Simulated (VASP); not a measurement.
# SiNi2: accuracy against cost in the PAW data sets and plane-wave cutoff, part 3 of 4

How sensitive are energy, pressure and forces of SiNi2 to the PAW data sets and plane-wave cutoff? The series runs use PBEsol. The start is a cell from a database of measured crystal structures.

VASP 6.6.1, plane waves and PAW; the level of theory is named at each step.

Still holding for the runs below: The k-mesh is coarse for a metal.

So far. Step 7 (Plane-wave cutoff: ENCUT = 160): The series starts at -4.5098 eV an atom and -333.81 GPa, after 16 cycles in 12 s. Step 8 (Plane-wave cutoff: ENCUT = 200): Against the run before the energy moves by -1854.49 meV an atom and the pressure by +253.90 GPa, after 15 cycles in 13 s.

## 9. Plane-wave cutoff: ENCUT = 240

Level of this step: PBEsol, spin-polarised from a ferromagnetic start; plane waves and PAW (Si, Ni) (VASP).

INCAR reads:

```
SYSTEM = SiNi2
PREC = Accurate
ENCUT = 240
EDIFF = 1E-06
NELM = 100
ISMEAR = -1
SIGMA = 0.05
LREAL = .FALSE.
ALGO = Normal
GGA = PS
NBANDS = 71
ISPIN = 2
MAGMOM = 0 0 0 0 1 1 1 1 1 1 1 1
LASPH = .TRUE.
LMAXMIX = 4
LORBIT = 11
LWAVE = .FALSE.
LCHARG = .FALSE.
KPAR = 8
ISIF = 2
```

POSCAR reads:

```
SiNi2
1.0
    4.9900000000      0.0000000000      0.0000000000
    0.0000000000      3.7200000000      0.0000000000
    0.0000000000      0.0000000000      7.0300000000
Si Ni
4 8
Direct
    0.2860000000      0.7500000000      0.6140000000
    0.7140000000      0.2500000000      0.3860000000
    0.2140000000      0.2500000000      0.1140000000
    0.7860000000      0.7500000000      0.8860000000
    0.9580000000      0.7500000000      0.2030000000
    0.0420000000      0.2500000000      0.7970000000
    0.5420000000      0.2500000000      0.7030000000
    0.4580000000      0.7500000000      0.2970000000
    0.8250000000      0.7500000000      0.5630000000
    0.1750000000      0.2500000000      0.4370000000
    0.6750000000      0.2500000000      0.0630000000
    0.3250000000      0.7500000000      0.9370000000
```

KPOINTS reads:

```
Automatic mesh
0
Gamma
5 6 3
0 0 0
```

PAW data sets: Si and Ni (PBE family, release 64).

Launch:

```sh
$ mpirun -np 8 vasp_std
```

The program printed:

```text
[... set-up lines as in an earlier step ...]
 entering main loop
       N       E                     dE             d eps       ncg     rms          rms(c)
DAV:   1     0.448276966814E+03    0.44828E+03   -0.23548E+04  6816   0.905E+02
DAV:   2    -0.510903607149E+02   -0.49937E+03   -0.45851E+03  6830   0.251E+02
DAV:   3    -0.899287969717E+02   -0.38838E+02   -0.36560E+02  7467   0.815E+01
DAV:   4    -0.908050114952E+02   -0.87621E+00   -0.87254E+00  7663   0.125E+01
[...]
DAV:  13    -0.791358580448E+02    0.14319E-03   -0.34004E-04  8329   0.149E-01    0.985E-02
DAV:  14    -0.791358613177E+02   -0.32729E-05   -0.50927E-05  7747   0.623E-02    0.405E-02
DAV:  15    -0.791358607185E+02    0.59919E-06   -0.52747E-06  7346   0.139E-02
   1 F= -.79135861E+02 E0= -.79108217E+02  d E =-.552880E-01  mag=     0.0029
```

The job ended after 18 s (8 MPI ranks of AMD EPYC 9R14 (Zen 4), shared host; peak memory 1.8 GiB).

From OUTCAR (step 9):

```text
  Total      -15.5967515    -14.6514146    -14.2095159      0.0000000      0.0000000      0.0000000
  in kB     -191.4899230   -179.8835009   -174.4580657      0.0000000      0.0000000      0.0000000
  external PRESSURE =    -181.9438299 kB  Pullay stress =       0.0000000 kB

 POSITION                                       TOTAL-FORCE (eV/Angst)
 -----------------------------------------------------------------------------------
      1.42714      2.79000      4.31642        -0.043179     -0.000000     -0.062378
      3.56286      0.93000      2.71358         0.043179     -0.000000      0.062378
      1.06786      0.93000      0.80142         0.043179     -0.000000     -0.062378
      3.92214      2.79000      6.22858        -0.043179     -0.000000      0.062378
      4.78042      2.79000      1.42709         0.114907     -0.000000      0.229537
      0.20958      0.93000      5.60291        -0.114907     -0.000000     -0.229537
      2.70458      0.93000      4.94209        -0.114907     -0.000000      0.229537
      2.28542      2.79000      2.08791         0.114907     -0.000000     -0.229537
      4.11675      2.79000      3.95789         0.241542      0.000000     -0.253811
      0.87325      0.93000      3.07211        -0.241542      0.000000      0.253811
      3.36825      0.93000      0.44289        -0.241542     -0.000000     -0.253811
      1.62175      2.79000      6.58711         0.241542      0.000000      0.253811
 -----------------------------------------------------------------------------------
    total drift:                                0.000000      0.000000      0.000000

  FREE ENERGIE OF THE ION-ELECTRON SYSTEM (eV)
  ---------------------------------------------------
  free  energy   TOTEN  =       -79.1358607185 eV

  energy  without entropy=      -79.0805726986  energy(sigma->0) =      -79.10821671

 magnetization (x)
# of ion       s       p       d       tot
------------------------------------------
    1        0.000   0.000   0.000   0.000
    2        0.000   0.000   0.000   0.000
    3        0.000   0.000   0.000   0.000
    4        0.000   0.000   0.000   0.000
    5        0.000   0.000   0.000   0.000
    6        0.000   0.000   0.000   0.000
    7        0.000   0.000   0.000   0.000
    8        0.000   0.000   0.000   0.000
    9        0.000   0.000   0.000   0.000
   10        0.000   0.000   0.000   0.000
   11        0.000   0.000   0.000   0.000
   12        0.000   0.000   0.000   0.000
--------------------------------------------------
tot          0.000   0.000   0.001   0.001

[... 1 part as in an earlier step ...]

[... 2 further parts left out ...]
[key lines of the parts left out:]
E-fermi :  11.0363
```

Against the run before the energy moves by -228.01 meV an atom and the pressure by +61.71 GPa, after 15 cycles in 18 s.

## 10. Plane-wave cutoff: ENCUT = 270

INCAR: that of step 9 with these lines changed.

```diff
@@ -2,3 +2,3 @@
 PREC = Accurate
-ENCUT = 240
+ENCUT = 270
 EDIFF = 1E-06
```

POSCAR is that of step 9.

KPOINTS is that of step 9.

Launch:

```sh
$ mpirun -np 8 vasp_std
```

The program printed:

```text
[... set-up lines as in an earlier step ...]
 entering main loop
       N       E                     dE             d eps       ncg     rms          rms(c)
DAV:   1     0.506707276114E+03    0.50671E+03   -0.25351E+04  6816   0.103E+03
DAV:   2    -0.422654588541E+02   -0.54897E+03   -0.50694E+03  6816   0.275E+02
DAV:   3    -0.894716784446E+02   -0.47206E+02   -0.43904E+02  7364   0.947E+01
DAV:   4    -0.907342859403E+02   -0.12626E+01   -0.12554E+01  7749   0.162E+01
[...]
DAV:  14    -0.795088931759E+02   -0.12076E-04   -0.65659E-05  8458   0.636E-02    0.467E-02
DAV:  15    -0.795088919358E+02    0.12401E-05   -0.60056E-06  7395   0.147E-02    0.166E-02
DAV:  16    -0.795088913249E+02    0.61095E-06   -0.13886E-06  4341   0.143E-02
   1 F= -.79508891E+02 E0= -.79481011E+02  d E =-.557608E-01  mag=     0.0007
```

Elapsed: 21 s, on 8 MPI ranks; peak memory 2 GiB.

OUTCAR, selected parts (step 10):

```text
  Total       -6.3801293     -5.4180261     -4.9828330      0.0000000      0.0000000      0.0000000
  in kB      -78.3323673    -66.5200959    -61.1769896      0.0000000      0.0000000      0.0000000
  external PRESSURE =     -68.6764843 kB  Pullay stress =       0.0000000 kB

 POSITION                                       TOTAL-FORCE (eV/Angst)
 -----------------------------------------------------------------------------------
      1.42714      2.79000      4.31642        -0.040011      0.000000     -0.051804
      3.56286      0.93000      2.71358         0.040011     -0.000000      0.051804
      1.06786      0.93000      0.80142         0.040011      0.000000     -0.051804
      3.92214      2.79000      6.22858        -0.040011      0.000000      0.051804
      4.78042      2.79000      1.42709         0.085885      0.000000      0.255952
      0.20958      0.93000      5.60291        -0.085885      0.000000     -0.255952
      2.70458      0.93000      4.94209        -0.085885      0.000000      0.255952
      2.28542      2.79000      2.08791         0.085885      0.000000     -0.255952
      4.11675      2.79000      3.95789         0.230880      0.000000     -0.249671
      0.87325      0.93000      3.07211        -0.230880     -0.000000      0.249671
      3.36825      0.93000      0.44289        -0.230880      0.000000     -0.249671
      1.62175      2.79000      6.58711         0.230880     -0.000000      0.249671
 -----------------------------------------------------------------------------------
    total drift:                                0.000000      0.000000      0.000000

  FREE ENERGIE OF THE ION-ELECTRON SYSTEM (eV)
  ---------------------------------------------------
  free  energy   TOTEN  =       -79.5088913249 eV

  energy  without entropy=      -79.4531305668  energy(sigma->0) =      -79.48101095

[... 2 parts as in an earlier step ...]

[... 2 further parts left out ...]
[key lines of the parts left out:]
E-fermi :  11.0730
```

Against the run before the energy moves by -31.07 meV an atom and the pressure by +11.33 GPa, after 16 cycles in 21 s.

## 11. Plane-wave cutoff: ENCUT = 310

INCAR: that of step 10 with these lines changed.

```diff
@@ -2,3 +2,3 @@
 PREC = Accurate
-ENCUT = 270
+ENCUT = 310
 EDIFF = 1E-06
```

POSCAR is that of step 10.

KPOINTS is that of step 10.

Launch:

```sh
$ mpirun -np 8 vasp_std
```

The program printed:

```text
[... set-up lines as in an earlier step ...]
 entering main loop
       N       E                     dE             d eps       ncg     rms          rms(c)
DAV:   1     0.569402012524E+03    0.56940E+03   -0.27611E+04  6816   0.118E+03
DAV:   2    -0.319742029624E+02   -0.60138E+03   -0.55807E+03  6816   0.301E+02
DAV:   3    -0.890190296879E+02   -0.57045E+02   -0.52253E+02  7283   0.110E+02
DAV:   4    -0.907717373517E+02   -0.17527E+01   -0.17404E+01  7779   0.205E+01
[...]
DAV:  14    -0.796233552752E+02   -0.19845E-04   -0.83784E-05  8817   0.666E-02    0.549E-02
DAV:  15    -0.796233530333E+02    0.22419E-05   -0.88697E-06  7541   0.193E-02    0.209E-02
DAV:  16    -0.796233521519E+02    0.88145E-06   -0.19513E-06  4752   0.169E-02
   1 F= -.79623352E+02 E0= -.79595421E+02  d E =-.558615E-01  mag=     0.0011
```

Elapsed: 27 s, on 8 MPI ranks; peak memory 2.3 GiB; 3.3 min of CPU time.

From OUTCAR (step 11):

```text
  Total       -4.2944146     -3.2747225     -2.7993022      0.0000000      0.0000000      0.0000000
  in kB      -52.7248969    -40.2055747    -34.3685781      0.0000000      0.0000000      0.0000000
  external PRESSURE =     -42.4330165 kB  Pullay stress =       0.0000000 kB

 POSITION                                       TOTAL-FORCE (eV/Angst)
 -----------------------------------------------------------------------------------
      1.42714      2.79000      4.31642        -0.041187      0.000000     -0.051411
      3.56286      0.93000      2.71358         0.041187      0.000000      0.051411
      1.06786      0.93000      0.80142         0.041187     -0.000000     -0.051411
      3.92214      2.79000      6.22858        -0.041187      0.000000      0.051411
      4.78042      2.79000      1.42709         0.088470     -0.000000      0.258234
      0.20958      0.93000      5.60291        -0.088470     -0.000000     -0.258234
      2.70458      0.93000      4.94209        -0.088470      0.000000      0.258234
      2.28542      2.79000      2.08791         0.088470     -0.000000     -0.258234
      4.11675      2.79000      3.95789         0.237522     -0.000000     -0.251181
      0.87325      0.93000      3.07211        -0.237522      0.000000      0.251181
      3.36825      0.93000      0.44289        -0.237522     -0.000000     -0.251181
      1.62175      2.79000      6.58711         0.237522     -0.000000      0.251181
 -----------------------------------------------------------------------------------
    total drift:                                0.000000      0.000000      0.000000

  FREE ENERGIE OF THE ION-ELECTRON SYSTEM (eV)
  ---------------------------------------------------
  free  energy   TOTEN  =       -79.6233521519 eV

  energy  without entropy=      -79.5674906361  energy(sigma->0) =      -79.59542139

[... 2 parts as in an earlier step ...]

[... 2 further parts left out ...]
[key lines of the parts left out:]
E-fermi :  11.0799
```

Against the run before the energy moves by -9.53 meV an atom and the pressure by +2.62 GPa, after 16 cycles in 27 s.

## 12. Plane-wave cutoff: ENCUT = 350

INCAR: that of step 11 with these lines changed.

```diff
@@ -2,3 +2,3 @@
 PREC = Accurate
-ENCUT = 310
+ENCUT = 350
 EDIFF = 1E-06
```

POSCAR is that of step 11.

KPOINTS is that of step 11.

Launch:

```sh
$ mpirun -np 8 vasp_std
```

The program printed:

```text
[... set-up lines as in an earlier step ...]
 entering main loop
       N       E                     dE             d eps       ncg     rms          rms(c)
DAV:   1     0.614865197451E+03    0.61487E+03   -0.30036E+04  6816   0.131E+03
DAV:   2    -0.237128625244E+02   -0.63858E+03   -0.59360E+03  6816   0.321E+02
DAV:   3    -0.886356559531E+02   -0.64923E+02   -0.58838E+02  7248   0.121E+02
DAV:   4    -0.908072958436E+02   -0.21716E+01   -0.21539E+01  7804   0.237E+01
[...]
DAV:  15    -0.796114291754E+02    0.25001E-05   -0.11540E-05  7501   0.227E-02    0.232E-02
DAV:  16    -0.796114281201E+02    0.10553E-05   -0.27452E-06  5812   0.201E-02    0.946E-03
DAV:  17    -0.796114283389E+02   -0.21875E-06   -0.65629E-07  4229   0.682E-03
   1 F= -.79611428E+02 E0= -.79583497E+02  d E =-.558632E-01  mag=     0.0001
```

Run time: 33 s. Hardware: 8 MPI ranks; peak memory 2.5 GiB.

OUTCAR, selected parts (step 12):

```text
  Total       -4.5638518     -3.5534222     -3.0747440     -0.0000000      0.0000000      0.0000000
  in kB      -56.0329268    -43.6273248    -37.7503281     -0.0000000      0.0000000      0.0000000
  external PRESSURE =     -45.8035265 kB  Pullay stress =       0.0000000 kB

 POSITION                                       TOTAL-FORCE (eV/Angst)
 -----------------------------------------------------------------------------------
      1.42714      2.79000      4.31642        -0.041893     -0.000000     -0.050969
      3.56286      0.93000      2.71358         0.041893      0.000000      0.050969
      1.06786      0.93000      0.80142         0.041893      0.000000     -0.050969
      3.92214      2.79000      6.22858        -0.041893      0.000000      0.050969
      4.78042      2.79000      1.42709         0.088394      0.000000      0.257719
      0.20958      0.93000      5.60291        -0.088394     -0.000000     -0.257719
      2.70458      0.93000      4.94209        -0.088394     -0.000000      0.257719
      2.28542      2.79000      2.08791         0.088394     -0.000000     -0.257719
      4.11675      2.79000      3.95789         0.237730      0.000000     -0.251182
      0.87325      0.93000      3.07211        -0.237730      0.000000      0.251182
      3.36825      0.93000      0.44289        -0.237730      0.000000     -0.251182
      1.62175      2.79000      6.58711         0.237730      0.000000      0.251182
 -----------------------------------------------------------------------------------
    total drift:                                0.000000      0.000000      0.000000

  FREE ENERGIE OF THE ION-ELECTRON SYSTEM (eV)
  ---------------------------------------------------
  free  energy   TOTEN  =       -79.6114283389 eV

  energy  without entropy=      -79.5555651171  energy(sigma->0) =      -79.58349673

[... 2 parts as in an earlier step ...]

[... 2 further parts left out ...]
[key lines of the parts left out:]
E-fermi :  11.0757
```

Against the run before the energy moves by +0.99 meV an atom and the pressure by -0.34 GPa, after 17 cycles in 33 s.

## 13. Plane-wave cutoff: ENCUT = 430

INCAR: that of step 12 with these lines changed.

```diff
@@ -2,3 +2,3 @@
 PREC = Accurate
-ENCUT = 350
+ENCUT = 430
 EDIFF = 1E-06
```

POSCAR is that of step 12.

KPOINTS is that of step 12.

Launch:

```sh
$ mpirun -np 8 vasp_std
```

The program printed:

```text
[... set-up lines as in an earlier step ...]
 entering main loop
       N       E                     dE             d eps       ncg     rms          rms(c)
DAV:   1     0.685837091909E+03    0.68584E+03   -0.34615E+04  6816   0.153E+03
DAV:   2    -0.113085949491E+02   -0.69715E+03   -0.64972E+03  6816   0.353E+02
DAV:   3    -0.879882035788E+02   -0.76680E+02   -0.68977E+02  7189   0.137E+02
DAV:   4    -0.908315069732E+02   -0.28433E+01   -0.28137E+01  7826   0.280E+01
[...]
DAV:  15    -0.795822245599E+02    0.26761E-05   -0.12666E-05  7502   0.246E-02    0.240E-02
DAV:  16    -0.795822235098E+02    0.10501E-05   -0.32245E-06  6541   0.223E-02    0.983E-03
DAV:  17    -0.795822237012E+02   -0.19142E-06   -0.68242E-07  4219   0.723E-03
   1 F= -.79582224E+02 E0= -.79554310E+02  d E =-.558275E-01  mag=     0.0001
```

Wall time 46 s (8 MPI ranks); peak memory 3 GiB; 5.8 min of CPU time.

Parts of OUTCAR (step 13):

```text
  Total       -4.4168398     -3.4112207     -2.9301625      0.0000000      0.0000000      0.0000000
  in kB      -54.2279795    -41.8814381    -35.9752218      0.0000000      0.0000000      0.0000000
  external PRESSURE =     -44.0282131 kB  Pullay stress =       0.0000000 kB

 POSITION                                       TOTAL-FORCE (eV/Angst)
 -----------------------------------------------------------------------------------
      1.42714      2.79000      4.31642        -0.042142      0.000000     -0.051848
      3.56286      0.93000      2.71358         0.042142      0.000000      0.051848
      1.06786      0.93000      0.80142         0.042142      0.000000     -0.051848
      3.92214      2.79000      6.22858        -0.042142      0.000000      0.051848
      4.78042      2.79000      1.42709         0.089147      0.000000      0.257003
      0.20958      0.93000      5.60291        -0.089147     -0.000000     -0.257003
      2.70458      0.93000      4.94209        -0.089147      0.000000      0.257003
      2.28542      2.79000      2.08791         0.089147      0.000000     -0.257003
      4.11675      2.79000      3.95789         0.239596      0.000000     -0.251694
      0.87325      0.93000      3.07211        -0.239596      0.000000      0.251694
      3.36825      0.93000      0.44289        -0.239596      0.000000     -0.251694
      1.62175      2.79000      6.58711         0.239596      0.000000      0.251694
 -----------------------------------------------------------------------------------
    total drift:                                0.000000      0.000000      0.000000

  FREE ENERGIE OF THE ION-ELECTRON SYSTEM (eV)
  ---------------------------------------------------
  free  energy   TOTEN  =       -79.5822237012 eV

  energy  without entropy=      -79.5263961641  energy(sigma->0) =      -79.55430993

[... 2 parts as in an earlier step ...]

[... 2 further parts left out ...]
[key lines of the parts left out:]
E-fermi :  11.0693
```

Against the run before the energy moves by +2.43 meV an atom and the pressure by +0.18 GPa, after 17 cycles in 46 s.

(Continued in part 4 of 4.)

[Lines on the potential files, build, host, timing and source positions are cut from VASP's logs without a mark.]

[Logs are printed without paths, hosts, clocks, repeated set-up lines and the standing remarks that a program may print on its own settings, such as how far it seeks lower states.]

[Hosts, paths, dates, database ids (printed as entryN), source tags and the programs' standing remarks are cut or masked in the printed files.]

[A measured line is paired with the nearest computed mode of its activity, which favours agreement.]
